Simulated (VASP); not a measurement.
```xyz
2
Lattice="0.0000 2.3500 2.3500 2.3500 0.0000 2.3500 2.3500 2.3500 0.0000" Properties=species:S:1:pos:R:3 pbc="T T T"
Zr     0.0000     0.0000     0.0000
C      2.3500     2.3500     2.3500
```

Level of theory: RPBE GGA, VASP's PBE PAW potentials (set 64) (plane waves; VASP). Numerical set-up: 520 eV cut-off, 12×12×12 Γ-centred mesh, first-order Methfessel-Paxton smearing of 0.10 eV, potentials Zr_sv C.

Energy and stress use the plane-wave basis of the starting cell.

**Question.** The ions, cell shape and volume are relaxed. Predict the relaxed structure.

**Answer.** 
```xyz
2
Lattice="0.0000 2.3673 2.3673 2.3673 0.0000 2.3673 2.3673 2.3673 0.0000" Properties=species:S:1:pos:R:3 pbc="T T T"
Zr     0.0000     0.0000     0.0000
C      2.3673     2.3673     2.3673
```
Space group Fm-3m (225), at a tolerance of 0.03 Å.

**Question.** How do energy and volume change from the first to the last step?

**Answer.** The energy (σ→0) changes by -4.3 meV/atom and the volume by +2.2 %, in 3 ionic steps.

The compound is ZrC in the rock salt structure. This run relaxes it. Symmetry was kept, so distortions that lower it aren't found.
